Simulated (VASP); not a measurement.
VASP ran on this input.

### INCAR
```
ALGO=Normal
EDIFF=1E-7
ENCUT=480
ISIF=2
ISMEAR=0
LASPH=.True.
LCHARG=.False.
LMAXMIX=4
LMIXTAU=.True.
LREAL=.False.
LWAVE=.False.
METAGGA=R2SCAN
NELM=100
PREC=Accurate
SIGMA=0.05
SYSTEM=ZnSe
```

**POSCAR**
```
ZnSe
1
    0.0000000000     2.8286523830     2.8286523830
    2.8286523830     0.0000000000     2.8286523830
    2.8286523830     2.8286523830    -0.0000000000
Zn Se
1 1
Direct
  0.0000000000   0.0000000000   0.0000000000
  0.2500000000   0.2500000000   0.2500000000
```

KPOINTS:
```
Automatic mesh
0
Gamma
8 8 8
0 0 0
```

POTCAR, in this order: Zn Se (PBE.64 set). Program: vasp_std.

Write an equivalent input for Ansatz.

One equivalent input (not run):
Ansatz 0.2 input:
```yaml
crystal:
  lattice:
    - [0.0000000, 2.8286524, 2.8286524]
    - [2.8286524, 0.0000000, 2.8286524]
    - [2.8286524, 2.8286524, 0.0000000]
  atoms:
    - { symbol: Zn, position: [0.0000000, 0.0000000, 0.0000000] }
    - { symbol: Se, position: [0.2500000, 0.2500000, 0.2500000] }
kpoints:
  mp_grid: { grid: [8, 8, 8] }
hamiltonian:
  xc: r2scan
  pseudopotentials: { kind: paw }
scf:
  occupations: { method: gaussian, width: 0.05 }
  max_iter: 100
output: { forces: true, stress: true, eigenvalues: true }
```
The two are equivalent in intent, not identical: each code has its own PAW files, so the cut-off isn't converted (ENCUT is set for VASP's; basis.ecutwfc is left out, and Ansatz then takes the one that its files recommend); Ansatz stops its SCF on the density residual and VASP on the energy change (EDIFF).

The compound is ZnSe in the zinc blende structure. It was relaxed first.
